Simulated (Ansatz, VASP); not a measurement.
# One calculation of MnSe, two programs

```
Mn Se
1.0
     0.00000    2.72400    2.72400
     2.72400    0.00000    2.72400
     2.72400    2.72400    0.00000
Mn Se
1 1
Direct
  0.00000 0.00000 0.00000
  0.50000 0.50000 0.50000
```

Alike in both runs: task single point; functional LDA; k mesh 6 × 6 × 6; occupations gaussian, width 0.05 eV; collinear spin; Hubbard terms Mn d U = 8.0 eV.

|  | VASP | Ansatz |
| --- | --- | --- |
| version | VASP 6.6.1 | Ansatz 0.2.0 |
| potentials or method | VASP PAW LDA potentials, release 64 (Mn_pv, Se) | scalar-relativistic, plane waves, PAW |
| plane-wave cutoff (eV) | 520 | 420 |
| valence electrons in the cell | 19 | 31 |

```csv
,VASP,Ansatz,Ansatz less VASP
gap on the k mesh at the Fermi level (eV),0.62,0.25,-0.376
least direct gap on the mesh (eV),2.03,1.85,-0.177
pressure (GPa),0.2,1.6,+1.37
net moment per atom (μB),2.50,2.50,0.000
size of the moment on the site where the two differ most (μB),4.68,4.63,-0.055
```

Site moments also hang on the region over which each program counts them. The programs project onto different local orbitals, so the same U acts differently. The two sets of potentials don't hold the same shells in valence.

Caveats: a cell with one magnetic atom can't hold antiferromagnetic order, which such compounds often take. The state reached can hang on the start; a lower one may exist. A k mesh can miss the band edges.
